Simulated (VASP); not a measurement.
```yaml
crystal:
  lattice:
    - [2.31702, 0.00000, 0.00000]
    - [0.00000, 2.31702, 0.00000]
    - [0.00000, 0.00000, 2.31702]
  atoms:
    - { symbol: Co, position: [0.00000, 0.00000, 0.00000], spin: 3.0 }
```

The base run (VASP): PBE GGA, plane waves, VASP's PBE PAW potentials (set 64). Numerical set-up: 400 eV cut-off, 14×14×14 Γ-centred mesh, first-order Methfessel-Paxton smearing of 0.10 eV, potentials Co.

One setting is varied; ΔE counts from the base run. The base run took about 20 core-seconds. Times come from single runs on busy shared machines, so they are rough: good to a factor of about 2.

Pressures at a finite cut-off, here 400 eV, hold a Pulay part, which wasn't tested here.

| setting | cost over the base run | electronic steps | bands | ΔE (meV/atom) | pressure (GPa) |
|---|---|---|---|---|---|
| ISPIN = 1, the spin start removed | about 1/3 | 11 | 8 | 273.2 | -8.88 |
| MAGMOM = 0 | within a factor of 2 | 11 | 8 | 273.2 | -8.88 |
| base run | reference | 13 | 10 | 0.0 | 3.38 |
| NUPDOWN = 2 | within a factor of 2 | 13 | 10 | 18.9 | 5.30 |
| NUPDOWN = 1 | within a factor of 2 | 13 | 10 | 133.5 | -5.08 |
| NUPDOWN = 0 | within a factor of 2 | 13 | 10 | 273.2 | -8.91 |
| MAGMOM = 0.6 | within a factor of 2 | 16 | 8 | 0.0 | 3.49 |
| MAGMOM = 5.0 | within a factor of 2 | 14 | 11 | 0.0 | 3.39 |
| NUPDOWN = 3 | within a factor of 2 | 13 | 10 | 1494.2 | 32.33 |

Left out are runs that failed, have no time on record or changed the cell.

The structure was generated: Co was put into the simple-cubic type (Pm-3m), which need not be its known phase. The cell was not relaxed at this level.
